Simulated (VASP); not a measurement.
Consider the following.

```xyz
2
Lattice="0.0000 2.2650 2.2650 2.2650 0.0000 2.2650 2.2650 2.2650 0.0000" Properties=species:S:1:pos:R:3 pbc="T T T"
Hf     0.0000     0.0000     0.0000
C      2.2650     2.2650     2.2650
```

Computed with PBE GGA with D4 dispersion, VASP's PBE PAW potentials (set 64) (plane waves; VASP). Run with 520 eV cut-off, 14×14×14 Γ-centred mesh, first-order Methfessel-Paxton smearing of 0.10 eV, potentials Hf_pv C.

Unless said otherwise, spin-orbit coupling is left out, though it shifts the bands of the heavy elements here.

Question: Predict the energy per atom (σ→0), pressure, band gap (on the k-mesh) with the smallest direct gap where there is one.

Answer: 
```yaml
band gap (on the k-mesh): none (metal, semimetal or under 0.01 eV)
energy per atom (σ→0): -10.737 eV/atom
pressure: 17.17 GPa
```

The compound is HfC in the rock salt structure. This cell is one point of a volume scan, at 0.94 of the reference volume.
